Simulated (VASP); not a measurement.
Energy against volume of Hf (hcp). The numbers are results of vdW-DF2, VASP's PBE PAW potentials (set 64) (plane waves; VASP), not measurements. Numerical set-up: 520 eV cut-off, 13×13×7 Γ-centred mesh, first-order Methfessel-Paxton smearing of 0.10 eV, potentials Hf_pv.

Shape and ions are relaxed at each volume.

```
V (Å³/atom)  E (eV/atom)
-----------  -----------
22.775          -6.57904
23.480          -6.58647
24.184          -6.57993
24.888          -6.56127
```

Task: Fit these four points and predict the energy of the run at 22.071 Å³/atom.

Result: A cubic in V^(−2/3), the third-order Birch-Murnaghan form, passes through the four points with V0 = 23.49 Å³/atom and B0 = 106 GPa, and gives -6.5555 eV/atom there. The run gave -6.5556 eV/atom, -0.1 meV/atom from the fit; all five points give B0 = 105 GPa.

The compound is Hf in the hcp structure. It was relaxed first, which changed the volume by +6 %.
